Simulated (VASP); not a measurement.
Level of theory: r2SCAN meta-GGA, VASP's PBE PAW potentials (set 64) (plane waves; VASP).

VASP input:

POSCAR:
```
Mg
1
    1.6239073752    -2.8126905328     0.0000000000
    1.6239073752     2.8126905328     0.0000000000
    0.0000000000     0.0000000000     5.1988484867
Mg
2
Direct
  0.3333330000   0.6666670000   0.2500000000
  0.6666670000   0.3333330000   0.7500000000
```

### INCAR
```
SYSTEM = Mg
PREC = Accurate
ENCUT = 520
EDIFF = 1E-7
NELM = 100
ALGO = Normal
LREAL = .FALSE.
LASPH = .TRUE.
ISMEAR = 1
SIGMA = 0.1
METAGGA = R2SCAN
LMIXTAU = .TRUE.
LWAVE = .FALSE.
LCHARG = .FALSE.
ISIF = 4
IBRION = 2
NSW = 30
EDIFFG = -0.01
```

File KPOINTS:
```
Automatic mesh
0
Gamma
13 13 7
0 0 0
```

POTCAR, in this order: Mg (PBE.64 set). Program: vasp_std.

What VASP printed:

### OSZICAR
```
       N       E                     dE             d eps       ncg     rms          rms(c)
DAV:   1    -0.531424143972E+01   -0.53142E+01   -0.13508E+03  1014   0.494E+02
DAV:   2    -0.828008151513E+01   -0.29658E+01   -0.27710E+01  1242   0.297E+01
DAV:   3    -0.831391904477E+01   -0.33838E-01   -0.32850E-01  1488   0.387E+00
DAV:   4    -0.831405771871E+01   -0.13867E-03   -0.13866E-03  1392   0.209E-01
DAV:   5    -0.831405843530E+01   -0.71658E-06   -0.71663E-06  1452   0.118E-02    0.966E-01
DAV:   6    -0.824114992878E+01    0.72909E-01   -0.88860E-02  1254   0.176E+00    0.702E-01
DAV:   7    -0.826449785447E+01   -0.23348E-01   -0.61064E-02  1140   0.254E+00    0.151E-01
DAV:   8    -0.826779906336E+01   -0.33012E-02   -0.14596E-02  1086   0.110E+00    0.272E-02
DAV:   9    -0.826779435021E+01    0.47132E-05   -0.12981E-03  1194   0.375E-01    0.256E-02
DAV:  10    -0.826799611685E+01   -0.20177E-03   -0.27994E-04  1188   0.180E-01    0.571E-03
DAV:  11    -0.826801506318E+01   -0.18946E-04   -0.10792E-05  1278   0.372E-02    0.115E-03
DAV:  12    -0.826800522137E+01    0.98418E-05   -0.26451E-06  1134   0.129E-02    0.502E-04
DAV:  13    -0.826800836158E+01   -0.31402E-05   -0.14144E-06  1170   0.147E-02    0.148E-04
DAV:  14    -0.826800694942E+01    0.14122E-05   -0.49244E-07  1236   0.648E-03    0.317E-05
DAV:  15    -0.826800704740E+01   -0.97987E-07   -0.46203E-09   696   0.529E-04
   1 F= -.82680070E+01 E0= -.82676672E+01  d E =-.826801E+01
       N       E                     dE             d eps       ncg     rms          rms(c)
DAV:   1    -0.826883798888E+01   -0.83104E-03   -0.23956E-03  1368   0.268E-01    0.149E-02
DAV:   2    -0.826883722408E+01    0.76481E-06   -0.15843E-05  1152   0.303E-02    0.945E-03
DAV:   3    -0.826883363391E+01    0.35902E-05   -0.38146E-06  1230   0.137E-02    0.201E-04
DAV:   4    -0.826883406921E+01   -0.43530E-06   -0.43456E-07  1176   0.614E-03    0.136E-04
DAV:   5    -0.826883397947E+01    0.89743E-07   -0.49496E-08   654   0.197E-03
   2 F= -.82688340E+01 E0= -.82687061E+01  d E =-.826932E-03
       N       E                     dE             d eps       ncg     rms          rms(c)
DAV:   1    -0.826920381143E+01   -0.36974E-03   -0.30269E-03  1368   0.301E-01    0.175E-02
DAV:   2    -0.826920286706E+01    0.94436E-06   -0.19945E-05  1152   0.341E-02    0.111E-02
DAV:   3    -0.826919834173E+01    0.45253E-05   -0.58790E-06  1194   0.166E-02    0.273E-04
DAV:   4    -0.826919857134E+01   -0.22961E-06   -0.55602E-07  1188   0.730E-03    0.150E-04
DAV:   5    -0.826919853626E+01    0.35079E-07   -0.32443E-08   672   0.195E-03
   3 F= -.82691985E+01 E0= -.82692966E+01  d E =-.119149E-02
```

**OUTCAR**
```
------------------------ aborting loop because EDIFF is reached ----------------------------------------
  FORCE on cell =-STRESS in cart. coord.  units (eV):
  Direction    XX          YY          ZZ          XY          YZ          ZX
  --------------------------------------------------------------------------------------
  Total       -0.6207277     -0.6207279     -0.6139030      0.0000000      0.0000000      0.0000000
  in kB      -20.9407067    -20.9407129    -20.7104696      0.0000000      0.0000000      0.0000000
  external PRESSURE =     -20.8639630 kB  Pullay stress =       0.0000000 kB
  volume of cell :       47.49
      direct lattice vectors                 reciprocal lattice vectors
     1.616969097 -2.800673049  0.000000000     0.309220505 -0.178528515  0.000000000
     1.616969097  2.800673049  0.000000000     0.309220505  0.178528515  0.000000000
     0.000000000  0.000000000  5.243559909     0.000000000  0.000000000  0.190710132
 POSITION                                       TOTAL-FORCE (eV/Angst)
 -----------------------------------------------------------------------------------
      1.61697      0.93356      1.31089        -0.000000     -0.000000      0.000000
      1.61697     -0.93356      3.93267         0.000000      0.000000      0.000000
 -----------------------------------------------------------------------------------
    total drift:                               -0.000000     -0.000006      0.000001
  FREE ENERGIE OF THE ION-ELECTRON SYSTEM (eV)
  ---------------------------------------------------
  free  energy   TOTEN  =        -8.2691985363 eV

  energy  without entropy=       -8.2694926308  energy(sigma->0) =       -8.26929657

 reached required accuracy - stopping structural energy minimisation
```
(Selected blocks of OUTCAR.)

File CONTCAR:
```
Mg
   1.00000000000000
     1.6169690970855404   -2.8006730485296760    0.0000000000000000
     1.6169690970855404    2.8006730485296760    0.0000000000000000
     0.0000000000000000    0.0000000000000000    5.2435599092042144
  Mg
     2
Direct
     0.3333330000000032    0.6666669999999968    0.2500000000000000
     0.6666669999999968    0.3333330000000032    0.7500000000000000
```

The compound is Mg in the hcp structure. This cell is one point of a volume scan, at 1.06 of the reference volume. Symmetry was kept, so distortions that lower it aren't found.
